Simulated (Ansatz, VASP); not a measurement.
# Cross-check of B2O3 (boron oxide glass) between VASP and Ansatz

Aim: how closely do two programs agree when they are given the same cell, functional and k mesh? The structure shown is the end of the Ansatz relaxation below.

Calculated with Ansatz 0.2.0; plane waves, with VASP 6.6.1 beside it; single point at PBE.

## Step 1: Starting point

The cell holds 130 atoms: 52 B and 78 O. Its edges and angles: a = 12.095 Å, b = 12.576 Å, c = 12.730 Å, α = 90.0°, β = 90.0°, γ = 90.0°. As first built, before any earlier steps moved the atoms (in the runner's words): 130 atoms (52 B, 78 O) placed at random at 1.79 g/cm^3 and pushed apart to contact distance.

## Step 2: Ansatz: relaxation, PBE

Ansatz runs on its default PAW (the set named soft_2) files.

This run makes the geometry at which the two programs are then compared.

Input file input.yaml:

```yaml
crystal:
  lattice:
    - [12.09536, 0.0, 0.0]
    - [0.0, 12.57608, 0.0]
    - [0.0, 0.0, 12.73034]
  atoms:
    - { symbol: B, position: [0.70268, 0.12482, 0.07901] }
    - { symbol: B, position: [0.04729, 0.624, 0.2418] }
    # ... one line an atom, as in the record's system
kpoints:
  mp_grid: { grid: [2, 2, 2] }
hamiltonian:
  xc: pbe
scf:
  occupations: { method: fixed }
output:
  forces: true
  stress: true
relax:
  f_tol: 0.04
  max_steps: 20
  cell: { stress_tol: 0.1, fix: [alpha, beta, gamma] }
```

Launch:

```sh
ansatz run input.yaml --threads 32 --pin off --max-ram 92160MiB --backend cuda --events-out ev --progress --plain --runs-dir out --max-vram 78GiB
```

Log:

```text
Engine: ansatz 0.2.0, aarch64-unknown-linux-gnu
Pseudopotentials: kind: paw
Pseudopotential: B, paw, valence charge 3, recommended cutoff 420 eV (normal), B.paw.azcp
Pseudopotential: O, paw, valence charge 6, recommended cutoff 420 eV (normal), O.paw.azcp
device memory: the entry about to start is reckoned to put 40.0 GiB on a device that reports 177.2 GiB free (of which the cap on the GPU budget leaves the run 78.0 GiB)
GPU FFT provider: cuFFT
GPU libraries: cuBLAS 13.8.1, cuFFT 12.4.0, cuSOLVER 12.3.2
GPU matrix products: emulated (plane waves: as basis.precision tells), large ones in fixed point in workspaces of 1.00 GiB
Crystal: 130 atoms, lattice volume = 1936.440 Å³
Basis set: ecut = 420 eV, 37837 PW (Γ), exchange–correlation on 162×180×180 points (8 copies of the dense FFT grid, shifted against one another)
Bands: 442, of which v1, the nominal top of the filled ones, is band 312 counted from 1 (311 counted from 0)
k-points: 8
GPU buffer pool allocated for 656100 grid points (all kernels)
GPU transforms: local potential and band sums: pruned to the plane-wave sphere, on 81×90×90
automatic band count: iteration 3 solves 408 bands in place of 442: the levels show a gap, and the empty bands left out lie too high to hold charge; the band table lists the bands solved (type scf.n_extra_bands for more)
relax step   1: F+E_penalty+E_count = -52474.94899651 eV  Δ(F+E_penalty+E_count) = +0.000e0 eV  max|allowed force component| = 2.833e-2 eV/Å  Δτ_max = 0.0000 Å  P = +0.027 GPa  Ω = 1936.440 Å³
device memory: the entry about to start is reckoned to put 40.0 GiB on a device that reports 177.2 GiB free (of which the cap on the GPU budget leaves the run 78.0 GiB)
GPU FFT provider: cuFFT
GPU libraries: cuBLAS 13.8.1, cuFFT 12.4.0, cuSOLVER 12.3.2
GPU matrix products: emulated (plane waves: as basis.precision tells), large ones in fixed point in workspaces of 1.00 GiB
GPU buffer pool allocated for 656100 grid points (all kernels)
GPU transforms: local potential and band sums: pruned to the plane-wave sphere, on 81×90×90
eigensolver tolerance schedule: the retry pair's looser diagonalisation over-reported the residual by 8775.94 of it (diagonalisation noise at 0.15 of the residual, at the tolerance the schedule requests for it); recorded, not acted on — ethr = c·dr2/N_el stays at c = 1.0e-1
relax step   2: F+E_penalty+E_count = -52474.94899652 eV  Δ(F+E_penalty+E_count) = -7.516e-9 eV  max|allowed force component| = 2.833e-2 eV/Å  Δτ_max = 0.0000 Å  P = +0.027 GPa  Ω = 1936.440 Å³
basis re-selected at this cell: Δ(F+E_penalty+E_count) = -7.516e-9 eV, ΔP = -0.000 GPa vs the last step (what re-selecting the basis moved, of the pressure what is left beyond the Pulay correction that the steps carried, after the strain that the cell walked since its last selection, with what the two solves' SCF thresholds leave and, on support functions, any second-order correction that the steps lacked; it is no m [...]
SCF converged after 3 iterations
Free energy (F): -52474.948997 eV
Internal energy: -52474.948997 eV  (E = F + TS)
E sigma→0 (E₀):  -52474.948997 eV
Fermi energy:    -0.662380 eV
--- Forces (eV/Å), atoms counted from 1 ---
  max |Σ_I F_I| component: 2.91e-5 eV/Å
--- Stress (GPa, compression-positive) ---
       -0.015727       0.248356       0.164216
        0.248351       0.009597       0.028937
        0.164217       0.028938       0.086035
  P = ⅓ Tr σ = 0.0266 GPa (0.266 kbar)
--- Band table (eV; the first three rows and the last of 8) ---
--- Relaxed structure (1 steps of the walk, 1 accepted, 1 SCFs on fresh bases) ---
  F+E_penalty+E_count = -52474.94899652 eV   max|allowed force component| = 2.833e-2 eV/Å   (the final SCF, on the basis selected at the relaxed cell)
  cell:  # Å, volume = 1936.4402 Å³
    - [12.09536, 0.0, 0.0]
    - [0.0, 12.57608, 0.0]
    - [0.0, 0.0, 12.73034]
  atoms:
    [... one line an atom ...]
```

## Step 3: VASP: single point, PBE

The same cell, functional and mesh now go to VASP, with its own data sets.

Lines of VASP's logs that name or quote its potential files are left out, and so is its time.

Input file INCAR:

```
SYSTEM = B2O3
PREC = Accurate
ENCUT = 520
EDIFF = 1E-06
NELM = 120
ISMEAR = 0
SIGMA = 0.01
LREAL = Auto
ALGO = Normal
GGA = PE
NBANDS = 416
LORBIT = 11
LWAVE = .FALSE.
LCHARG = .FALSE.
ISIF = 2
LASPH = .TRUE.
GGA_COMPAT = .FALSE.
EFERMI = MIDGAP
KPAR = 8
```

Input file POSCAR:

```
B2O3
1.0
   12.0953600000      0.0000000000      0.0000000000
    0.0000000000     12.5760800000      0.0000000000
    0.0000000000      0.0000000000     12.7303400000
B O
52 78
Direct
    0.7026800000      0.1248200000      0.0790100000
    0.0472900000      0.6240000000      0.2418000000
    0.5741300000      0.4021800000      0.2991600000
    0.2119600000      0.7443600000      0.5179400000
    0.1799700000      0.7849900000      0.1865400000
    0.7939500000      0.2107800000      0.4883600000
    0.5148200000      0.4573300000      0.6488300000
    0.4366500000      0.5673900000      0.3122200000
    0.8396400000      0.5960900000      0.5939800000
    0.6638500000      0.4875100000      0.9537100000
    0.7291300000      0.9842900000      0.0606100000
    0.3807300000      0.7344100000      0.3995500000
    0.0345400000      0.6377100000      0.5527000000
    0.9470300000      0.3623300000      0.9284700000
    0.7326000000      0.4301600000      0.6356300000
    0.4226700000      0.5976100000      0.7746900000
    0.1836500000      0.8769400000      0.6656300000
    0.8747600000      0.3131800000      0.7410700000
    0.5163400000      0.3468300000      0.9171300000
    0.9694100000      0.8155900000      0.2506400000
    0.2288600000      0.9430000000      0.8414200000
    0.7606000000      0.8125400000      0.2946100000
    0.1541700000      0.8561600000      0.0083300000
    0.1333500000      0.0647700000      0.6083400000
    0.9348700000      0.4664800000      0.2326300000
    0.9241100000      0.7083100000      0.8605800000
    0.6449800000      0.8465900000      0.6308900000
    0.1131500000      0.1486000000      0.1449400000
    0.1710200000      0.0452100000      0.9926900000
    0.4031600000      0.8934200000      0.1134900000
[... 94 atom lines left out ...]
    0.6173300000      0.3903700000      0.9356300000
    0.6205900000      0.4312300000      0.6216300000
    0.8692700000      0.7818500000      0.2796400000
    0.7924100000      0.6538700000      0.6743100000
    0.2397600000      0.4410900000      0.9333500000
    0.6814300000      0.2283200000      0.0953800000
```

Input file KPOINTS:

```
Automatic mesh
0
Gamma
2 2 2
0 0 0
```

The projector-augmented-wave data sets are B and O (PBE family, release 64).

Launch:

```sh
mpirun -np 16 vasp_std
```

Log:

```text
[banner, memory and clock lines left out]
running   16 mpi-ranks, on    1 nodes
[...]
|                                                                             |
|           W    W    AA    RRRRR   N    N  II  N    N   GGGG   !!!           |
|           W    W   A  A   R    R  NN   N  II  NN   N  G    G  !!!           |
|           W    W  A    A  R    R  N N  N  II  N N  N  G       !!!           |
|           W WW W  AAAAAA  RRRRR   N  N N  II  N  N N  G  GGG   !            |
|           WW  WW  A    A  R   R   N   NN  II  N   NN  G    G                |
|           W    W  A    A  R    R  N    N  II  N    N   GGGG   !!!           |
|                                                                             |
|     For optimal performance we recommend to set                             |
|       NCORE = 2 up to number-of-cores-per-socket                            |
|     NCORE specifies how many cores store one orbital (NPAR=cpu/NCORE).      |
|     This setting can greatly improve the performance of VASP for DFT.       |
|     The default, NCORE=1 might be grossly inefficient on modern             |
|     multi-core architectures or massively parallel machines. Do your        |
|     Unfortunately you need to use the default for GW and RPA                |
|     calculations (for HF NCORE is supported but not extensively tested      |
|     yet).                                                                   |
|                                                                             |

 LDA part: xc-table for (Slater+PW92), standard interpolation
 POSCAR, INCAR and KPOINTS ok, starting setup
[...]
entering main loop
       N       E                     dE             d eps       ncg     rms          rms(c)
DAV:   1     0.461610748606E+04    0.46161E+04   -0.31691E+05  6776   0.135E+03
DAV:   2    -0.660560267254E+03   -0.52767E+04   -0.50915E+04  8432   0.341E+02
DAV:   3    -0.112748651010E+04   -0.46693E+03   -0.46313E+03  7656   0.105E+02
DAV:   4    -0.113596063478E+04   -0.84741E+01   -0.84543E+01  7784   0.154E+01
[...]
DAV:  19    -0.103660702077E+04    0.17660E-05   -0.17418E-05  7456   0.101E-02    0.474E-03
DAV:  20    -0.103660701958E+04    0.11814E-05   -0.16003E-06  5184   0.388E-03    0.256E-03
DAV:  21    -0.103660701911E+04    0.47471E-06   -0.78756E-07  4856   0.321E-03
   1 F= -.10366070E+04 E0= -.10366070E+04  d E =0.000000E+00
```

OUTCAR, selected parts (step 3):

```text
  FREE ENERGIE OF THE ION-ELECTRON SYSTEM (eV)
  ---------------------------------------------------
  free  energy   TOTEN  =     -1036.6070191095 eV

  energy  without entropy=    -1036.6070191095  energy(sigma->0) =    -1036.60701911
```

The run ends at a pressure of 0.17 GPa, with forces up to 0.20 eV/Å.

## Step 4: Differences

Known differences besides the potentials themselves: fixed occupations in Ansatz, narrow Gaussian smearing in VASP; the cutoff is 420 eV in Ansatz and 520 eV in VASP (PREC = Accurate, projectors in real space). Total energies have different zeros and are not compared.

Compared:

| quantity | Ansatz | VASP | difference |
| --- | --- | --- | --- |
| gap on the k mesh (eV) | 5.273 | 5.262 | +0.011 |

A gap on the mesh is an upper bound, since the band edges may lie between its points.

## Step 5: Outcome

* difference in gap on the k mesh (single point, PBE): 0.011 eV

What this shows: The difference in gap on the k mesh is 0.011 eV (single point, PBE), within the 0.08 eV picked in this series as the mark of a large difference. How closely two codes agree says nothing of how well the functional describes the real material.

[Lines on the potential files, build, host, timing and source positions are cut from VASP's logs without a mark.]

[Logs are printed without paths, hosts, clocks, repeated set-up lines and the standing remarks that a program may print on its own settings, such as how far it seeks lower states.]

[Hosts, paths, dates, database ids (printed as entryN), source tags and the programs' standing remarks are cut or masked in the printed files.]
